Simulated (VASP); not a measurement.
Computed with PBEsol GGA, VASP's PBE PAW potentials (set 64) (plane waves; VASP).

VASP input:

KPOINTS:
```
K-points
0
Gamma
  11 11 1
0 0 0
```

**INCAR**
```
NELM  =  100
ENCUT  =  400   ! plane-wave cut-off (eV)
LCHARG  =  .FALSE.
ISMEAR  =  1   ! Methfessel-Paxton
LVHAR  =  .TRUE.
PREC  =  Normal
LREAL  =  .FALSE.   ! projection in real space or not
LMAXMIX  =  4
ALGO  =  Normal   ! blocked Davidson
SIGMA  =  0.1   ! width (eV)
SYSTEM  =  Ti(001) slab
DIPOL  =  0.5 0.5 0.5
LDIPOL  =  .TRUE.
GGA  =  PS   ! PBEsol
LORBIT  =  11
LASPH  =  .TRUE.
NELMIN  =  4
IDIPOL  =  3
EDIFF  =  1E-6   ! SCF stop (eV)
LWAVE  =  .FALSE.
```

**POSCAR**
```
Ti(001) slab
1
    2.8955425485     0.0000000000     0.0000000000
   -1.4477712742     2.5076134625     0.0000000000
    0.0000000000     0.0000000000    23.8922018329
Ti
4
Direct
  0.6666670000   0.3333330000   0.4495006718
  0.3333330000   0.6666670000   0.3604131138
  0.6666670000   0.3333330000   0.6395868862
  0.3333330000   0.6666670000   0.5504993282
```

POTCAR, in this order: Ti_sv (PBE.64 set). Program: vasp_std. Read from the step before: WAVECAR.

Output of the run:

File OUTCAR:
```
 ion  position               nearest neighbor table
   1  0.667  0.333  0.450-   2 2.71   2 2.71   2 2.71
   2  0.333  0.667  0.360-   1 2.71   1 2.71   1 2.71
   3  0.667  0.333  0.640-   4 2.71   4 2.71   4 2.71
   4  0.333  0.667  0.550-   3 2.71   3 2.71   3 2.71
  LATTYP: Found a hexagonal cell.
 ALAT       =     2.8955425485
 C/A-ratio  =     8.2513730787
 Subroutine PRICEL returns:
 Original cell was already a primitive cell.
 Subroutine GETGRP returns: Found 12 space group operations
The static configuration has the point symmetry D_3d.
The dynamic configuration has the point symmetry D_3d.
 Subroutine INISYM returns: Found 12 space group operations
 Subroutine IBZKPT returns following result:
 Found     16 irreducible k-points:

 Following reciprocal coordinates:
            Coordinates               Weight
  0.000000  0.000000  0.000000      1.000000
  0.090909 -0.000000  0.000000      6.000000
  0.181818 -0.000000  0.000000      6.000000
  0.272727  0.000000  0.000000      6.000000
  0.363636  0.000000  0.000000      6.000000
  0.454545 -0.000000  0.000000      6.000000
...
```

OSZICAR:
```
       N       E                     dE             d eps       ncg     rms          rms(c)
DAV:   1    -0.313888378995E+02   -0.31389E+02   -0.19960E-05  1220   0.542E-02    0.519E-03
DAV:   2    -0.313888484584E+02   -0.10559E-04   -0.76660E-05   972   0.878E-02    0.267E-02
DAV:   3    -0.313888356534E+02    0.12805E-04   -0.56824E-05   948   0.823E-02    0.140E-03
DAV:   4    -0.313888363235E+02   -0.67009E-06   -0.31671E-06   880   0.143E-02
   1 F= -.31388836E+02 E0= -.31390374E+02  d E =0.461186E-02
```

### OUTCAR
```
------------------------ aborting loop because EDIFF is reached ----------------------------------------
  FORCE on cell =-STRESS in cart. coord.  units (eV):
  Direction    XX          YY          ZZ          XY          YZ          ZX
  --------------------------------------------------------------------------------------
  Total       -0.7912080     -0.7912081     -0.3982413     -0.0000000      0.0000000      0.0000000
  in kB       -7.3072597     -7.3072601     -3.6779870     -0.0000000      0.0000000      0.0000000
  external PRESSURE =      -6.0975023 kB  Pullay stress =       0.0000000 kB
  volume of cell :      173.48
      direct lattice vectors                 reciprocal lattice vectors
     2.895542548  0.000000000  0.000000000     0.345358420  0.199392772  0.000000000
    -1.447771274  2.507613463  0.000000000     0.000000000  0.398785544  0.000000000
     0.000000000  0.000000000 23.892201833     0.000000000  0.000000000  0.041854661
 POSITION                                       TOTAL-FORCE (eV/Angst)
 -----------------------------------------------------------------------------------
      1.44777      0.83587     10.73956         0.000000      0.000000      0.000334
     -0.00000      1.67174      8.61106        -0.000000      0.000000     -0.003245
      1.44777      0.83587     15.28114        -0.000000      0.000000      0.003245
     -0.00000      1.67174     13.15264         0.000000      0.000000     -0.000334
 -----------------------------------------------------------------------------------
    total drift:                                0.000000      0.000000      0.000000
  FREE ENERGIE OF THE ION-ELECTRON SYSTEM (eV)
  ---------------------------------------------------
  free  energy   TOTEN  =       -31.3888363235 eV

  energy  without entropy=      -31.3934481877  energy(sigma->0) =      -31.39037361

 total charge

# of ion       s       p       d       tot
------------------------------------------
    1        2.262   6.137   1.924  10.323
    2        2.269   6.077   1.941  10.287
    3        2.269   6.077   1.941  10.287
    4        2.262   6.137   1.924  10.323
--------------------------------------------------
tot          9.062  24.429   7.731  41.222
```
(Selected blocks of OUTCAR.)

The cell is a thin slab with vacuum, built from Ti (hcp): (001) face.
